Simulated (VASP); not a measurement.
These are r2SCAN meta-GGA, VASP's PBE PAW potentials (set 64) (plane waves; VASP) values and carry that method's errors.

The input files of a VASP run:

File POSCAR:
```
HgTe
1
   -0.0000000000     3.2890960676     3.2890960676
    3.2890960676     0.0000000000     3.2890960676
    3.2890960676     3.2890960676     0.0000000000
Hg Te
1 1
Direct
  0.0000000000   0.0000000000   0.0000000000
  0.7500000000   0.7500000000   0.7500000000
```

### KPOINTS
```
Automatic
0
gamma
  9 9 9
0 0 0
```

### INCAR
```
SYSTEM = HgTe
PREC = Accurate
ENCUT = 480
EDIFF = 1E-6
NELM = 100
ALGO = Normal
LREAL = .FALSE.
LASPH = .TRUE.
ISMEAR = 1
SIGMA = 0.1
METAGGA = R2SCAN
LMIXTAU = .TRUE.
LMAXMIX = 6
LWAVE = .FALSE.
LCHARG = .FALSE.
IBRION = 2
ISIF = 3
NSW = 60
EDIFFG = -0.01
```

POTCAR, in this order: Hg Te (PBE.64 set). Program: vasp_std.

Unless said otherwise, spin-orbit coupling is left out, though it shifts the bands of the heavy elements here.

### Question
Predict the energy per atom (σ→0), band gap (on the k-mesh).

### Answer

```json
{
  "energy per atom (σ→0)": "-37.582 eV/atom",
  "band gap (on the k-mesh)": "none (metal, semimetal or under 0.01 eV)"
}
```

OSZICAR:
```
...
DAV:  14    -0.751624989602E+02   -0.47169E-03   -0.12910E-04  1015   0.109E-01    0.387E-02
DAV:  15    -0.751624862578E+02    0.12702E-04   -0.17230E-06   945   0.147E-02    0.406E-02
DAV:  16    -0.751627885662E+02   -0.30231E-03   -0.16620E-05   910   0.372E-02    0.575E-02
DAV:  17    -0.751636564544E+02   -0.86789E-03   -0.44126E-04   910   0.185E-01    0.543E-02
DAV:  18    -0.751636994789E+02   -0.43024E-04   -0.63740E-05  1025   0.730E-02    0.376E-02
DAV:  19    -0.751637020681E+02   -0.25892E-05   -0.35809E-06   925   0.170E-02    0.240E-02
DAV:  20    -0.751637019767E+02    0.91408E-07   -0.10010E-06   640   0.929E-03
   1 F= -.75163702E+02 E0= -.75163798E+02  d E =-.751637E+02
```

The compound is HgTe in the zinc blende structure. It was relaxed first, which changed the volume by +6 %. The start is the result of an earlier pass.
